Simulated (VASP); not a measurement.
Data:

```
CELL_PARAMETERS angstrom
      0.00000     1.71900     1.71900
      1.71900     0.00000     1.71900
      1.71900     1.71900     0.00000
ATOMIC_POSITIONS crystal
  Ni 0.00000 0.00000 0.00000
```
Starting moments (μB, in the order of the record's atoms Ni): 0.6.

Calculation: PBEsol GGA, VASP's PBE PAW potentials (set 64) (plane waves; VASP). Run with 500 eV cut-off, 18×18×18 Γ-centred mesh, first-order Methfessel-Paxton smearing of 0.10 eV, potentials Ni.

Task: The ions, cell shape and volume at an external pressure of 10.0 GPa are relaxed. Give the cell that the relaxation ends in.

Result: 
```
CELL_PARAMETERS angstrom
      0.00000     1.70819     1.70819
      1.70819     0.00000     1.70819
      1.70819     1.70819     0.00000
ATOMIC_POSITIONS crystal
  Ni 0.00000 0.00000 0.00000
```
Space group Fm-3m (225), at a tolerance of 0.03 Å. The cell ends with 0.61 μB, on the sites 0.61 μB.

Task: How do energy and volume change from the first to the last step?

Result: The energy (σ→0) changes by +8.8 meV/atom and the volume by -1.9 %, in 3 ionic steps.

```tsv
step	E(σ→0) (eV)	max force (eV/Å)	pressure (GPa)	volume (Å³)
1	-6.1339	0.000	4.94	10.16
2	-6.1013	0.000	18.18	9.70
3	-6.1251	0.000	9.98	9.97
```

The compound is Ni in the fcc structure. This run relaxes it under an external pressure of 10 GPa. Symmetry was kept, so distortions that lower it aren't found.
